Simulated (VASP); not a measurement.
VASP runs on ZnO (space group P6_3mc) share one base input (PBE GGA, plane waves, VASP's PBE PAW potentials (set 64)) and change the settings named in each case.

### KPOINTS
```
Automatic mesh
0
Gamma
10 10 5
0 0 0
```

### POSCAR
```
ZnO
1
    3.1645100000     0.0000000000     0.0000000000
   -1.5822550000     2.7405450000     0.0000000000
    0.0000000000     0.0000000000     5.1045640000
Zn O
2 2
Direct
  0.6666670000   0.3333330000   0.5005900000
  0.3333330000   0.6666670000   0.0005900000
  0.6666670000   0.3333330000   0.8797200000
  0.3333330000   0.6666670000   0.3797200000
```

### INCAR
```
ALGO = Normal
EDIFF = 1E-6
ENCUT = 400
GGA = PE
ISIF = 2
ISMEAR = 0
LASPH = .TRUE.
LCHARG = .FALSE.
LMAXMIX = 4
LREAL = .FALSE.
LWAVE = .FALSE.
NELM = 100
PREC = Accurate
SIGMA = 0.01
SYSTEM = ZnO
```

POTCAR, in this order: Zn O (PBE.64 set). Program: vasp_std.

```json
[
 {"change": "base run", "E(σ→0) (eV/atom)": "-4.4002", "pressure (GPa)": "14.24"},
 {"change": "GGA removed, POTCAR Zn O (LDA.64 set)", "E(σ→0) (eV/atom)": "-5.2918", "pressure (GPa)": "0.57"},
 {"change": "KPOINTS 2×2×1 Γ-centred mesh", "E(σ→0) (eV/atom)": "-4.2569", "pressure (GPa)": "12.81"},
 {"change": "LDAU = .TRUE., LDAUJ = 0 0, LDAUL = 2 -1, LDAUTYPE = 2, LDAUU = 4.0 0", "E(σ→0) (eV/atom)": "-4.4029", "pressure (GPa)": "6.18"}
]
```
 Energies of different potentials or functionals have different zeros.  At 400 eV the pressure can carry a Pulay error.

Left out are runs that ran out of time, are held back, or changed the cell or the kind of run, fixed moments of cells without a moment, rows past the twelfth, gaps on odd meshes, pressures of charged cells and columns that move by less than the noise.

The structure comes from a computed database's ZnO entry; how it stands against other phases isn't given here. The cell was not relaxed at this level, its lattice was scaled by up to 2.5 %.
